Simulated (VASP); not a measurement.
OSZICAR of a VASP run on VAs (relaxed from the CsCl type structure, space group Pm-3m):

OSZICAR:
```
       N       E                     dE             d eps       ncg     rms          rms(c)
DAV:   1     0.877491365138E+02    0.87749E+02   -0.84096E+03  2040   0.107E+03
DAV:   2    -0.296776391472E+02   -0.11743E+03   -0.11451E+03  2086   0.314E+02
DAV:   3    -0.339676375107E+02   -0.42900E+01   -0.41701E+01  2482   0.575E+01
DAV:   4    -0.340186887629E+02   -0.51051E-01   -0.51006E-01  2044   0.646E+00
DAV:   5    -0.340191427485E+02   -0.45399E-03   -0.45398E-03  2374   0.650E-01    0.139E+01
DAV:   6    -0.317927122972E+02    0.22264E+01   -0.34150E+01  2154   0.612E+01    0.236E+01
DAV:   7    -0.277695080550E+02    0.40232E+01   -0.16138E+01  2100   0.392E+01    0.259E+00
DAV:   8    -0.280539891581E+02   -0.28448E+00   -0.12717E+00  2026   0.746E+00    0.197E+00
DAV:   9    -0.281270745672E+02   -0.73085E-01   -0.36140E-01  2102   0.375E+00    0.146E+00
DAV:  10    -0.281624441908E+02   -0.35370E-01   -0.11587E-01  2128   0.257E+00    0.777E-01
DAV:  11    -0.281733701203E+02   -0.10926E-01   -0.61784E-02  2026   0.197E+00    0.398E-01
DAV:  12    -0.281866800179E+02   -0.13310E-01   -0.45707E-02  2026   0.152E+00    0.184E-01
DAV:  13    -0.281906757464E+02   -0.39957E-02   -0.36222E-03  2038   0.531E-01    0.658E-02
DAV:  14    -0.281907618495E+02   -0.86103E-04   -0.48876E-04  2056   0.168E-01    0.340E-02
DAV:  15    -0.281908026734E+02   -0.40824E-04   -0.10023E-04  2074   0.787E-02    0.117E-02
DAV:  16    -0.281908292602E+02   -0.26587E-04   -0.13540E-05  2008   0.342E-02    0.425E-03
DAV:  17    -0.281908315479E+02   -0.22877E-05   -0.37003E-06  2092   0.162E-02    0.300E-03
DAV:  18    -0.281908328195E+02   -0.12716E-05   -0.11543E-06  1540   0.875E-03    0.882E-04
DAV:  19    -0.281908324770E+02    0.34242E-06   -0.16547E-07   980   0.297E-03
   1 F= -.28190832E+02 E0= -.28190710E+02  d E =-.281908E+02  mag=     2.8376
       N       E                     dE             d eps       ncg     rms          rms(c)
DAV:   1    -0.674186050624E+02   -0.39228E+02   -0.67456E+02  1966   0.306E+02    0.538E+01
DAV:   2    -0.311703257480E+02    0.36248E+02   -0.11412E+02  2008   0.155E+02    0.178E+01
DAV:   3    -0.303736441391E+02    0.79668E+00   -0.12007E+01  2050   0.363E+01    0.991E+00
DAV:   4    -0.296864468756E+02    0.68720E+00   -0.10295E+01  2008   0.376E+01    0.888E+00
DAV:   5    -0.291901191313E+02    0.49633E+00   -0.26984E+00  2028   0.173E+01    0.328E+00
DAV:   6    -0.291967693948E+02   -0.66503E-02   -0.79418E-02  2134   0.251E+00    0.202E+00
DAV:   7    -0.291995374468E+02   -0.27681E-02   -0.36975E-02  2182   0.212E+00    0.105E+00
DAV:   8    -0.291994748409E+02    0.62606E-04   -0.22181E-02  2032   0.166E+00    0.195E-01
DAV:   9    -0.292002373506E+02   -0.76251E-03   -0.66595E-04  2128   0.229E-01    0.247E-01
DAV:  10    -0.292003568124E+02   -0.11946E-03   -0.25567E-05  2236   0.397E-02    0.252E-01
DAV:  11    -0.291995440436E+02    0.81277E-03   -0.59774E-04  2146   0.160E-01    0.193E-01
DAV:  12    -0.291987608295E+02    0.78321E-03   -0.36438E-03  2166   0.392E-01    0.157E-01
DAV:  13    -0.291988919271E+02   -0.13110E-03   -0.13186E-03  2008   0.289E-01    0.520E-02
DAV:  14    -0.291988741545E+02    0.17773E-04   -0.26233E-04  2128   0.131E-01    0.405E-02
DAV:  15    -0.291988771350E+02   -0.29805E-05   -0.11446E-05  2110   0.305E-02    0.315E-02
DAV:  16    -0.291988670471E+02    0.10088E-04   -0.40211E-05  2152   0.413E-02    0.952E-03
DAV:  17    -0.291988673184E+02   -0.27132E-06   -0.10445E-05  2122   0.220E-02    0.797E-03
DAV:  18    -0.291988669848E+02    0.33362E-06   -0.15245E-06  1030   0.997E-03
   2 F= -.29198867E+02 E0= -.29198933E+02  d E =-.100803E+01  mag=    -0.0007
       N       E                     dE             d eps       ncg     rms          rms(c)
DAV:   1    -0.366806718492E+02   -0.74818E+01   -0.14615E+02  2008   0.167E+02    0.303E+01
DAV:   2    -0.300784596846E+02    0.66022E+01   -0.37150E+01  2008   0.829E+01    0.105E+01
DAV:   3    -0.292478808651E+02    0.83058E+00   -0.69455E+00  2068   0.278E+01    0.448E+00
DAV:   4    -0.290581021922E+02    0.18978E+00   -0.15934E+00  2032   0.159E+01    0.345E+00
DAV:   5    -0.290048694239E+02    0.53233E-01   -0.30166E-01  2032   0.619E+00    0.739E-01
DAV:   6    -0.289861603540E+02    0.18709E-01   -0.43087E-02  2164   0.221E+00    0.585E-01
DAV:   7    -0.290049860896E+02   -0.18826E-01   -0.15924E-02  2104   0.137E+00    0.268E-01
DAV:   8    -0.290047542794E+02    0.23181E-03   -0.85986E-04  2032   0.390E-01    0.443E-02
DAV:   9    -0.290048379190E+02   -0.83640E-04   -0.10013E-04  2188   0.116E-01    0.220E-02
DAV:  10    -0.290048471660E+02   -0.92470E-05   -0.51104E-05  1972   0.883E-02    0.117E-02
DAV:  11    -0.290048490172E+02   -0.18512E-05   -0.88922E-07  1466   0.119E-02    0.668E-03
DAV:  12    -0.290048489217E+02    0.95542E-07   -0.16904E-07  1022   0.532E-03
   3 F= -.29004849E+02 E0= -.29005807E+02  d E =-.814016E+00  mag=    -0.0001
       N       E                     dE             d eps       ncg     rms          rms(c)
DAV:   1    -0.349586359145E+02   -0.59538E+01   -0.91474E+01  1984   0.145E+02    0.235E+01
DAV:   2    -0.351428275652E+02   -0.18419E+00   -0.10101E+02  2104   0.104E+02    0.150E+01
DAV:   3    -0.295745566030E+02    0.55683E+01   -0.10433E+01  2092   0.363E+01    0.368E+00
DAV:   4    -0.294805175439E+02    0.94039E-01   -0.37780E+00  2156   0.178E+01    0.504E+00
DAV:   5    -0.292613054644E+02    0.21921E+00   -0.24965E+00  2008   0.175E+01    0.214E+00
DAV:   6    -0.292412592030E+02    0.20046E-01   -0.15297E-01  2008   0.427E+00    0.652E-01
DAV:   7    -0.292317774786E+02    0.94817E-02   -0.39490E-02  2044   0.209E+00    0.417E-01
DAV:   8    -0.292385570576E+02   -0.67796E-02   -0.15741E-02  2098   0.138E+00    0.127E-01
DAV:   9    -0.292388032457E+02   -0.24619E-03   -0.33309E-04  2008   0.223E-01    0.441E-02
DAV:  10    -0.292387967699E+02    0.64758E-05   -0.37503E-05  2224   0.582E-02    0.143E-02
DAV:  11    -0.292388073338E+02   -0.10564E-04   -0.15945E-05  2056   0.420E-02    0.130E-02
DAV:  12    -0.292388035851E+02    0.37487E-05   -0.17090E-06  1480   0.139E-02    0.132E-02
DAV:  13    -0.292388061509E+02   -0.25658E-05   -0.46417E-06  1870   0.185E-02    0.645E-03
DAV:  14    -0.292388071058E+02   -0.95496E-06   -0.81574E-07  1022   0.835E-03
   4 F= -.29238807E+02 E0= -.29239071E+02  d E =-.104797E+01  mag=     0.0001
       N       E                     dE             d eps       ncg     rms          rms(c)
DAV:   1    -0.292659660597E+02   -0.27160E-01   -0.44609E-01  1996   0.957E+00    0.168E+00
DAV:   2    -0.292555729850E+02    0.10393E-01   -0.27200E-01  2024   0.599E+00    0.105E+00
DAV:   3    -0.292402669424E+02    0.15306E-01   -0.58432E-02  2020   0.257E+00    0.181E-01
DAV:   4    -0.292398373312E+02    0.42961E-03   -0.17887E-03  2104   0.401E-01    0.576E-02
DAV:   5    -0.292397679533E+02    0.69378E-04   -0.17497E-04  2044   0.169E-01    0.371E-02
DAV:   6    -0.292397878666E+02   -0.19913E-04   -0.21658E-04  2164   0.160E-01    0.105E-02
DAV:   7    -0.292398475899E+02   -0.59723E-04   -0.36543E-05  2140   0.531E-02    0.591E-03
DAV:   8    -0.292398474067E+02    0.18325E-06   -0.15394E-06  1440   0.155E-02
   5 F= -.29239847E+02 E0= -.29240156E+02  d E =-.104901E+01  mag=     0.0023
```

Q: Which electronic solver shows in the log?

A: It is blocked Davidson (ALGO = Normal, or the opening steps of other solvers). The INCAR had ALGO = Normal.

Q: How was spin treated?

A: Collinear spin (ISPIN = 2): the summary line carries one mag value, 0.00 μB in the cell.

Q: Can the final energy be trusted as converged?

A: The calculation finished and met its thresholds. It stopped with EDIFF = 1E-6, NELM = 100, NSW = 60 and EDIFFG = -0.01 after 5 ionic steps (r2SCAN meta-GGA, plane waves, VASP's PBE PAW potentials (set 64)). Energy and stress use the plane-wave basis of the starting cell.

The structure was generated: VAs was put into the CsCl type type (Pm-3m), which need not be its known phase. This run relaxes it. Symmetry was kept, so distortions that lower it aren't found.
